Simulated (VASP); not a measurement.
BeSe (zinc blende):

```
BeSe
1.0
    0.00000     2.57000     2.57000
    2.57000     0.00000     2.57000
    2.57000     2.57000     0.00000
Be Se
1 1
Cartesian
  0.00000   0.00000   0.00000
  1.28500   1.28500   1.28500
```

The lowest empty band near X, direction across the valley's axis, from mBJ (TB09) with spin-orbit coupling in VASP (PAW); its two spin partners are averaged. The gap over the points computed is 3.45 eV, and the next band on that side lies 1.28 eV away at the edge.

Run with 400 eV cut-off, 10×10×10 Γ-centred mesh, Gaussian smearing of 0.050 eV, potentials Be Se.

```json
[
 {"distance from the edge in k (1/Å)": "0.018", "distance in energy (meV)": "4.3"},
 {"distance from the edge in k (1/Å)": "0.025", "distance in energy (meV)": "8.2"},
 {"distance from the edge in k (1/Å)": "0.035", "distance in energy (meV)": "16.2"},
 {"distance from the edge in k (1/Å)": "0.050", "distance in energy (meV)": "32.8"},
 {"distance from the edge in k (1/Å)": "0.070", "distance in energy (meV)": "64.2"}
]
```

### Question
Fit E(1 + αE) = ħ²k²/2m* (ħ²/2m0 = 3.810 eV Å²) and predict the row at 0.095 1/Å.

### Answer
The rows don't resolve α, so a parabola serves: the electron mass is m* = 0.291 m0, and so 118.3 meV. The run gave 117.6 meV, -0.7 meV from the fit.

Left out are points under 3 meV from the edge, since the levels carry 0.1 meV, and points farther than half the way to the next band.

The compound is BeSe in the zinc blende structure. The cell was not relaxed at this level.
